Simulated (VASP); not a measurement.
Computed with LDA (Ceperley-Alder, Perdew-Zunger), VASP's LDA PAW potentials (set 64) (plane waves; VASP).

VASP input:

**INCAR**
```
MAGMOM = 4.4 -4.4 -0.0 2*0.0 -0.0
LASPH = .TRUE.
NELM = 100   ! most electronic steps
ISIF = 4   ! ions and shape, fixed volume
LMAXMIX = 4
ENCUT = 520   ! plane-wave cut-off (eV)
LORBIT = 10
LREAL = .FALSE.   ! projection in real space or not
NSW = 30
IBRION = 2
ISPIN = 2   ! spin-polarised
LCHARG = .FALSE.
ALGO = Normal   ! blocked Davidson
EDIFFG = -0.01   ! ionic stop
SIGMA = 0.05
EDIFF = 1E-7   ! SCF stop (eV)
SYSTEM = MnF2
LWAVE = .FALSE.
PREC = Accurate
ISMEAR = 0
```

**KPOINTS**
```
Automatic mesh
0
Gamma
5 5 7
0 0 0
```

**POSCAR**
```
MnF2
1
    4.8513907519     0.0000000000     0.0000000000
    0.0000000000     4.8513907519     0.0000000000
    0.0000000000     0.0000000000     3.2884423947
Mn F
2 4
Direct
  0.0000000000   0.0000000000   1.0000000000
  0.5000000000   0.5000000000   0.5000000000
  0.3022480159   0.3022480159   0.0000000000
  0.8022480159   0.1977519841   0.5000000000
  0.1977519841   0.8022480159   0.5000000000
  0.6977519841   0.6977519841   1.0000000000
```

POTCAR, in this order: Mn_pv F (LDA.64 set). Program: vasp_std.

Question: Predict the energy per atom (σ→0), cell moment.

Answer: 
```
Item                           Result
---------------------  --------------
energy per atom (σ→0)  -6.976 eV/atom
cell moment                   0.00 μB
```

**OSZICAR**
```
...
DAV:   2    -0.418632788380E+02    0.13243E-01   -0.61089E-02  3504   0.202E+00    0.762E-01
DAV:   3    -0.418561166821E+02    0.71622E-02   -0.65172E-03  4008   0.641E-01    0.419E-01
DAV:   4    -0.418551146381E+02    0.10020E-02   -0.21861E-03  3632   0.333E-01    0.120E-01
DAV:   5    -0.418551218878E+02   -0.72497E-05   -0.15447E-04  3128   0.866E-02    0.706E-02
DAV:   6    -0.418551191101E+02    0.27777E-05   -0.13408E-05  4104   0.279E-02    0.294E-02
DAV:   7    -0.418551201616E+02   -0.10515E-05   -0.25223E-06  3560   0.118E-02    0.497E-03
DAV:   8    -0.418551202348E+02   -0.73213E-07   -0.11134E-07  2272   0.293E-03
   3 F= -.41855120E+02 E0= -.41855120E+02  d E =-.408048E-02  mag=    -0.0000
```

The compound is MnF2 in the rutile structure. This cell is one point of a volume scan, at 1.06 of the reference volume. Symmetry was kept, so distortions that lower it aren't found.
